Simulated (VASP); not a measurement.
VASP input:

POSCAR:
```
KMgF3
4.0087580
  1.0000000848   0.0000000000   0.0000000000
  0.0000000000   1.0000000848   0.0000000000
  0.0000000000   0.0000000000   1.0000000848
K Mg F
1 1 3
Direct
  0.0000000000   0.0000000000   0.0000000000
  0.5000000000   0.5000000000   0.5000000000
  0.5000000000   0.0000000000   0.5000000000
  0.0000000000   0.5000000000   0.5000000000
  0.5000000000   0.5000000000   0.0000000000
```

INCAR:
```
SYSTEM=KMgF3
LUSE_VDW=.True.
ZAB_VDW=-1.8867
EDIFF=1E-7   ! SCF stop (eV)
ALGO=Normal   ! blocked Davidson
GGA=ML
SIGMA=0.05   ! width (eV)
NELM=100   ! most electronic steps
AGGAC=0.0
LWAVE=.False.
ISIF=2   ! forces and stress, cell fixed
PREC=Accurate
LREAL=.False.
LASPH=.True.
ISMEAR=0   ! Gaussian
LCHARG=.False.
ENCUT=520   ! plane-wave cut-off (eV)
```

KPOINTS:
```
Automatic
0
Gamma
  6 6 6
0 0 0
```

POTCAR, in this order: K_sv Mg F (PBE.64 set). Program: vasp_std.

Problem. Translate this vdW-DF2 calculation to Quantum ESPRESSO's pw.x.

Solution. One equivalent input (not run):
```
&CONTROL
  calculation = 'scf'
  pseudo_dir = './pseudo'
  outdir = './out'
  tprnfor = .true.
  tstress = .true.
/
&SYSTEM
  ibrav = 0
  nat = 5
  ntyp = 3
  ecutwfc = 84
  occupations = 'smearing'
  smearing = 'gaussian'
  degauss = 0.003675
  input_dft = 'vdw-df2'
/
&ELECTRONS
  conv_thr = 7.3e-09
  electron_maxstep = 100
/
ATOMIC_SPECIES
  K 39.098 K.upf
  Mg 24.305 Mg.upf
  F 18.998 F.upf
CELL_PARAMETERS angstrom
     4.0087583    0.0000000    0.0000000
     0.0000000    4.0087583    0.0000000
     0.0000000    0.0000000    4.0087583
ATOMIC_POSITIONS crystal
  K    0.0000000  0.0000000  0.0000000
  Mg   0.5000000  0.5000000  0.5000000
  F    0.5000000  0.0000000  0.5000000
  F    0.0000000  0.5000000  0.5000000
  F    0.5000000  0.5000000  0.0000000
K_POINTS automatic
  6 6 6 0 0 0
```
The two are equivalent in intent, not identical: the potentials are each code's own (VASP's PAW set, PseudoDojo norm-conserving files in pw.x), so ENCUT and ecutwfc are chosen apart and not converted; conv_thr bounds pw.x's estimated SCF error, while EDIFF bounds the energy change between steps.

The compound is KMgF3 in the cubic perovskite structure. This cell is one point of a volume scan, at 0.97 of the reference volume.
